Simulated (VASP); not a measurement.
# SiF (Pm-3m) in VASP: a series of runs, part 2 of 2

VASP 6.6.1. The steps go on from the part before.

## 3. Relaxation of cell and atoms, PBE (random cell by space group and Wyckoff sites (Pm-3m, No. 221))

Contents of INCAR:

```
SYSTEM = SiF
  ALGO = Fast
  EDIFF = 1E-6
  EDIFFG = -0.01
  ENCUT = 600
  GGA = PE
  IBRION = 2
  ISIF = 3
  ISMEAR = 0
  LASPH = .TRUE.
  LCHARG = .FALSE.
  LREAL = .FALSE.
  LWAVE = .FALSE.
  NELM = 80
  NSW = 100
  PREC = Accurate
  SIGMA = 0.1
```

Contents of KPOINTS:

```
k-points
0
G
  18 18 18
  0 0 0
```

Contents of POSCAR:

```
SiF
1.0
    3.0314435177      0.0000000000      0.0000000000
    0.0000000000      3.0314435177      0.0000000000
    0.0000000000      0.0000000000      3.0314435177
Si F
1 1
Direct
    0.5000000000      0.5000000000      0.5000000000
    0.0000000000      0.0000000000      0.0000000000
```

Potentials or basis: VASP PAW PBE potentials, release 64 (Si, F).

Command:

```console
$ cat potpaw_PBE.64/Si/POTCAR potpaw_PBE.64/F/POTCAR > POTCAR
$ mpirun -np 1 vasp_std > vasp.out
```

OUTCAR:

```text
SYSTEM = SiF
   EDIFF = 1E-6
   EDIFFG = -0.01
   ENCUT = 600
   GGA = PE
   IBRION = 2
   ISIF = 3
   ISMEAR = 0
   LASPH = .TRUE.
   LREAL = .FALSE.
   NELM = 80
   NSW = 100
   PREC = Accurate

 ion  position               nearest neighbor table
   1  0.500  0.500  0.500-
   2  0.000  0.000  0.000-

  LATTYP: Found a simple cubic cell.
 ALAT       =     3.0314435177

  Lattice vectors:

 A1 = (   3.0314435177,   0.0000000000,   0.0000000000)
 A2 = (   0.0000000000,   3.0314435177,   0.0000000000)
 A3 = (   0.0000000000,   0.0000000000,   3.0314435177)

Analysis of symmetry for initial positions (statically):
=====================================================================
 Subroutine PRICEL returns:
 Original cell was already a primitive cell.

 Routine SETGRP: Setting up the symmetry group for a
 simple cubic supercell.

 Subroutine GETGRP returns: Found 48 space group operations
 (whereof 48 operations were pure point group operations)
 out of a pool of 48 trial point group operations.

The static configuration has the point symmetry O_h .

Analysis of symmetry for dynamics (positions and initial velocities):
=====================================================================
 Subroutine PRICEL returns:
 Original cell was already a primitive cell.

 Routine SETGRP: Setting up the symmetry group for a
 simple cubic supercell.

 Subroutine GETGRP returns: Found 48 space group operations
 (whereof 48 operations were pure point group operations)
 out of a pool of 48 trial point group operations.

The dynamic configuration has the point symmetry O_h .

 Subroutine INISYM returns: Found 48 space group operations
 (whereof 48 operations are pure point group operations),
 and found     1 'primitive' translations

----------------------------------------------------------------------------------------

                                     Primitive cell

  volume of cell :      27.8579

  direct lattice vectors                    reciprocal lattice vectors
     3.031443518  0.000000000  0.000000000     0.329875848  0.000000000  0.000000000
     0.000000000  3.031443518  0.000000000     0.000000000  0.329875848  0.000000000
     0.000000000  0.000000000  3.031443518     0.000000000  0.000000000  0.329875848

  length of vectors
     3.031443518  3.031443518  3.031443518     0.329875848  0.329875848  0.329875848

  position of ions in fractional coordinates (direct lattice)
     0.500000000  0.500000000  0.500000000
     0.000000000  0.000000000  0.000000000

  ion indices of the primitive-cell ions
   primitive index   ion index
                 1           1
                 2           2

----------------------------------------------------------------------------------------

[... 107 lines left out ...]
   NGX = 13   NGY = 13   NGZ = 13

--------------------------------------- Ionic step        1  -------------------------------------------

 number of electron      11.0000014 magnetization

 Free energy of the ion-electron system (eV)
  ---------------------------------------------------
  ext. energy  EPLUGINS =         0.00000000
  ---------------------------------------------------
  free energy    TOTEN  =        -7.79467031 eV

  energy without entropy =       -7.78554676  energy(sigma->0) =       -7.79010853

------------------------ aborting loop because EDIFF is reached ----------------------------------------

  FORCE on cell =-STRESS in cart. coord.  units (eV):
  Direction    XX          YY          ZZ          XY          YZ          ZX
  --------------------------------------------------------------------------------------
  -------------------------------------------------------------------------------------
  Total       -0.0685531     -0.0685531     -0.0685531     -0.0000000      0.0000000     -0.0000000
  in kB       -3.9426610     -3.9426610     -3.9426610     -0.0000000      0.0000000     -0.0000000
  external PRESSURE =      -3.9426610 kB  Pullay stress =       0.0000000 kB

 VOLUME and BASIS-vectors are now :
 -----------------------------------------------------------------------------
  energy-cutoff  :      600.00
  volume of cell :       27.86
      direct lattice vectors                 reciprocal lattice vectors
     3.031443518  0.000000000  0.000000000     0.329875848  0.000000000  0.000000000
     0.000000000  3.031443518  0.000000000     0.000000000  0.329875848  0.000000000
     0.000000000  0.000000000  3.031443518     0.000000000  0.000000000  0.329875848

 POSITION                                       TOTAL-FORCE (eV/Angst)
 -----------------------------------------------------------------------------------
      1.51572      1.51572      1.51572         0.000000      0.000000      0.000000
      0.00000      0.00000      0.00000         0.000000      0.000000      0.000000
 -----------------------------------------------------------------------------------
    total drift:                               -0.000000      0.000000      0.000000

  FREE ENERGIE OF THE ION-ELECTRON SYSTEM (eV)
  ---------------------------------------------------
  free  energy   TOTEN  =        -7.7946703055 eV

  energy  without entropy=       -7.7855467638  energy(sigma->0) =       -7.79010853

--------------------------------------- Ionic step        2  -------------------------------------------

 number of electron      11.0000013 magnetization

 Free energy of the ion-electron system (eV)
  ---------------------------------------------------
  ext. energy  EPLUGINS =         0.00000000
  ---------------------------------------------------
  free energy    TOTEN  =        -7.79488543 eV

  energy without entropy =       -7.78581482  energy(sigma->0) =       -7.79035013

 E-fermi :   5.8172     XC(G=0): -10.3142

 val. band max:        5.8077278710   @ k =   0.4444   0.4444   0.2778
 cond. band min:       5.8201036098   @ k =   0.5000   0.3333   0.2222
 fundamental gap:      0.0123757388
 Fermi energy:         5.8172481773

 k-point     1 :       0.0000    0.0000    0.0000
  band No.  band energies     occupation
      1     -18.2986      2.00000
      2      -3.1636      2.00000
      3       0.6085      2.00000
      4       0.6085      2.00000
      5       0.6085      2.00000
      6      10.9759      0.00000
      7      10.9759      0.00000
      8      10.9759      0.00000
      9      11.6405      0.00000
[... 265 lines left out ...]
 k-point    24 :       0.3333    0.1111    0.0000
  band No.  band energies     occupation
      1     -18.1012      2.00000
      2      -3.6241      2.00000
      3       0.3162      2.00000
      4       0.8816      2.00000
      5       2.0300      2.00000
      6       5.5437      1.99989
      7       9.5252      0.00000
      8      10.9798      0.00000
      9      14.1771      0.00000

 [... further k-points ...]

------------------------ aborting loop because EDIFF is reached ----------------------------------------

  FORCE on cell =-STRESS in cart. coord.  units (eV):
  Direction    XX          YY          ZZ          XY          YZ          ZX
  --------------------------------------------------------------------------------------
  -------------------------------------------------------------------------------------
  Total       -0.0093701     -0.0093701     -0.0093701      0.0000000     -0.0000000      0.0000000
  in kB       -0.5415826     -0.5415826     -0.5415826      0.0000000     -0.0000000      0.0000000
  external PRESSURE =      -0.5415826 kB  Pullay stress =       0.0000000 kB

 VOLUME and BASIS-vectors are now :
 -----------------------------------------------------------------------------
  energy-cutoff  :      600.00
  volume of cell :       27.72
      direct lattice vectors                 reciprocal lattice vectors
     3.026430745  0.000000000 -0.000000000     0.330422231  0.000000000 -0.000000000
    -0.000000000  3.026430745  0.000000000    -0.000000000  0.330422231 -0.000000000
     0.000000000  0.000000000  3.026430745     0.000000000 -0.000000000  0.330422231

 POSITION                                       TOTAL-FORCE (eV/Angst)
 -----------------------------------------------------------------------------------
      1.51322      1.51322      1.51322        -0.000000     -0.000000      0.000000
      0.00000      0.00000      0.00000         0.000000      0.000000      0.000000
 -----------------------------------------------------------------------------------
    total drift:                               -0.000000      0.000000      0.000000

  FREE ENERGIE OF THE ION-ELECTRON SYSTEM (eV)
  ---------------------------------------------------
  free  energy   TOTEN  =        -7.7948854313 eV

  energy  without entropy=       -7.7858148250  energy(sigma->0) =       -7.79035013

 reached required accuracy - stopping structural energy minimisation
```

OSZICAR:

```text
N       E                     dE             d eps       ncg     rms          rms(c)
DAV:   1     0.303203346031E+02    0.30320E+02   -0.54824E+03  3968   0.115E+03
DAV:   2    -0.756435964976E+01   -0.37885E+02   -0.36521E+02  5400   0.171E+02
DAV:   3    -0.859806614685E+01   -0.10337E+01   -0.10192E+01  4534   0.297E+01
[... 14 lines left out ...]
RMM:   3    -0.779492669657E+01    0.48315E-03   -0.99290E-04  3960   0.292E-01    0.341E-02
RMM:   4    -0.779490369894E+01    0.22998E-04   -0.18144E-04  3960   0.135E-01    0.347E-02
RMM:   5    -0.779488425748E+01    0.19441E-04   -0.58211E-05  3964   0.742E-02    0.368E-03
RMM:   6    -0.779488535963E+01   -0.11022E-05   -0.43919E-06  3098   0.229E-02    0.498E-03
RMM:   7    -0.779488543125E+01   -0.71622E-07   -0.59271E-07  2162   0.916E-03
   2 F= -.77948854E+01 E0= -.77903501E+01  d E =-.215126E-03
```

Wall time 42 s (1 thread of Intel Xeon Platinum 8488C (Sapphire Rapids), shared host); peak memory 0.18 GiB.

Results:

| Quantity | Value |
| --- | --- |
| Free energy | -7.7949 eV |
| Relaxed volume | 13.86 Å³/atom |
| Relaxed cell | a = 3.026 Å, b = 3.026 Å, c = 3.026 Å, α = 90.00°, β = 90.00°, γ = 90.00° |
| Space group after relaxing (to 0.05 Å) | Pm-3m (No. 221) |
| Energy gained by relaxing | 0.1 meV/atom |
| Ionic steps | 2 |
| Pressure after relaxing | -0.1 GPa |
| Band gap on the k mesh | none (metal or under the smearing width) |

Step by step:
```csv
step,energy change (eV),largest force (eV/Å),pressure (GPa),volume (Å³)
1,0.0000,0.0000,-0.39,27.86
2,-0.0002,0.0000,-0.05,27.72
```

Final structure:
```cif
data_structure
_symmetry_space_group_name_H-M 'P 1'
_symmetry_Int_Tables_number 1
_cell_length_a 3.0264
_cell_length_b 3.0264
_cell_length_c 3.0264
_cell_angle_alpha 90.000
_cell_angle_beta 90.000
_cell_angle_gamma 90.000
_cell_volume 27.72
loop_
_atom_site_label
_atom_site_type_symbol
_atom_site_fract_x
_atom_site_fract_y
_atom_site_fract_z
_atom_site_occupancy
Si1 Si 0.50000 0.50000 0.50000 1
F1 F 0.00000 0.00000 0.00000 1
```

Caveat: an odd number of electrons without spin polarisation forces a metal; a magnetic or distorted state may lie lower.

## 4. Single point, PBE (random cell by space group and Wyckoff sites (Pm-3m, No. 221))

Contents of INCAR:

```
PREC = Accurate
ENCUT = 520
EDIFF = 1E-6
ISMEAR = 0
SIGMA = 0.1
LREAL = F
LASPH = T
NELM = 80
ALGO = Normal
ISIF = 2
LWAVE = F
LCHARG = T
GGA = PE
LELF = T
LVHAR = T
NBANDS = 12
```

Contents of KPOINTS:

```
Automatic mesh
0
Gamma
  6 6 6
```

Contents of POSCAR:

```
SiF
1.0
    3.1866176400      0.0000000000      0.0000000000
    0.0000000000      3.1866176400      0.0000000000
    0.0000000000      0.0000000000      3.1866176400
Si F
1 1
Direct
    0.5000000000      0.5000000000      0.5000000000
    0.0000000000      0.0000000000      0.0000000000
```

Command:

```console
$ cat potpaw_PBE.64/Si/POTCAR potpaw_PBE.64/F/POTCAR > POTCAR
$ mpirun -np 1 vasp_std > vasp.out
```

It used 4.5 s of CPU time on 1 thread of Intel(R) Xeon(R) Platinum 8488C (Sapphire Rapids) (shared host), which was overloaded at the time.

It converged, with:

```yaml
Free_energy: -7.6135 eV
Pressure: -7.9 GPa
Band_gap_on_the_k_mesh: none (metal or under the smearing width)
```

Levels at points of the mesh, in eV from the Fermi level:
| k point | band 3 | band 4 | band 5 | band 6 | band 7 | band 8 |
| --- | --- | --- | --- | --- | --- | --- |
| (0.00, 0.00, 0.00) | -4.42 | -4.42 | -4.42 | 4.31 | 4.31 | 4.31 |
| (0.50, 0.00, 0.00) | -4.14 | -4.14 | -2.70 | -2.24 | 4.27 | 4.27 |
| (0.50, 0.50, 0.00) | -6.02 | -5.82 | -3.98 | 0.73 | 0.73 | 5.43 |
| (0.50, 0.50, 0.50) | -5.06 | -5.06 | -3.73 | -0.68 | -0.68 | -0.68 |

Caveat: an odd number of electrons without spin polarisation forces a metal; a magnetic or distorted state may lie lower.

## 5. Summary

| task | cell | k mesh | cutoff (eV) | gap on the mesh (eV) | pressure (GPa) |
| --- | --- | --- | --- | --- | --- |
| single point | random cell by space group and Wyckoff sites (Pm-3m, No. 221) | 18 × 18 × 18 | 520 | none | -0.2 |
| relaxation of cell and atoms | relaxed from: random cell by space group and Wyckoff sites (Pm-3m, No. 221) | 18 × 18 × 18 | 600 | none | -0.1 |
| single point | random cell by space group and Wyckoff sites (Pm-3m, No. 221) | 6 × 6 × 6 | 520 | none | -7.9 |

Alike in all rows: level PBE; potentials or basis VASP PAW PBE potentials, release 64 (Si, F); no spin polarisation; smearing gaussian 0.1 eV.

Caveats: an odd number of electrons without spin polarisation forces a metal; a magnetic or distorted state may lie lower.

Total energies depend on the potentials used, so only differences within one code and one set of settings carry meaning.
